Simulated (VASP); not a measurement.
A VASP calculation is set up with these files.

### KPOINTS
```
Automatic mesh
0
Gamma
17 17 17
0 0 0
```

### POSCAR
```
In
1.0
 -1.5007886857   1.5007886857   2.3784124279
  1.5007886857  -1.5007886857   2.3784124279
  1.5007886857   1.5007886857  -2.3784124279
In
1
Cartesian
  0.0000000000   0.0000000000   0.0000000000
```

INCAR:
```
ALGO = Normal
EDIFF = 1E-6
EDIFFG = -0.02
ENCUT = 500
IBRION = 2
ISIF = 3
ISMEAR = 1
LASPH = T
LCHARG = F
LMAXMIX = 4
LREAL = F
LWAVE = F
NELM = 100
NSW = 40
PREC = Accurate
PSTRESS = 100
SIGMA = 0.1
SYSTEM = In
```

POTCAR, in this order: In_d (LDA.64 set). Program: vasp_std.

Question: Translate this LDA calculation to Ansatz.

Answer: One equivalent input (not run):
Ansatz 0.2 input:
```yaml
crystal:
  lattice:
    - [-1.5007887, 1.5007887, 2.3784124]
    - [1.5007887, -1.5007887, 2.3784124]
    - [1.5007887, 1.5007887, -2.3784124]
  atoms:
    - { symbol: In, position: [0.0000000, 0.0000000, 0.0000000] }
kpoints:
  mp_grid: { grid: [17, 17, 17] }
hamiltonian:
  xc: lda
  pseudopotentials: { kind: paw }
scf:
  occupations: { method: methfessel_paxton, width: 0.1 }
  max_iter: 100
relax:
  max_steps: 40
  f_tol: 0.02
  cell: { p_target: 10 }
output: { forces: true, stress: true, eigenvalues: true }
```
What does not carry over: each code has its own PAW files, so the cut-off isn't converted (ENCUT is set for VASP's; basis.ecutwfc is left out, and Ansatz then takes the one that its files recommend); Ansatz stops its SCF on the density residual and VASP on the energy change (EDIFF); Ansatz's lda is the Perdew-Wang form, while the LDA potentials of VASP carry Perdew-Zunger's.

The compound is In in the bct structure. It was relaxed first under an external pressure of 10 GPa.
